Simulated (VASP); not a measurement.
Data:

```
CELL_PARAMETERS angstrom
      4.23197    -2.29326     0.01087
      4.23197     2.29326     0.01087
      2.97959     0.00000     3.78031
ATOMIC_POSITIONS crystal
  Bi 0.23411 0.23411 0.23411
  Bi 0.76589 0.76589 0.76589
```

The numbers are results of PBE GGA, VASP's PBE PAW potentials (set 64) (plane waves; VASP), not measurements. Settings: 400 eV cut-off, Gaussian smearing of 0.050 eV, potentials Bi_d.

Unless said otherwise, spin-orbit coupling is left out, though it shifts the bands of the heavy elements here.

**Question.** What does the run give for the band gap (along the path) with the smallest direct gap where there is one?

**Answer.** 
```yaml
band gap (along the path): none (metal, semimetal or under 0.01 eV)
```

Only differences to runs with the same potentials and settings are physical.

The compound is Bi in the a7 structure. It was relaxed first.
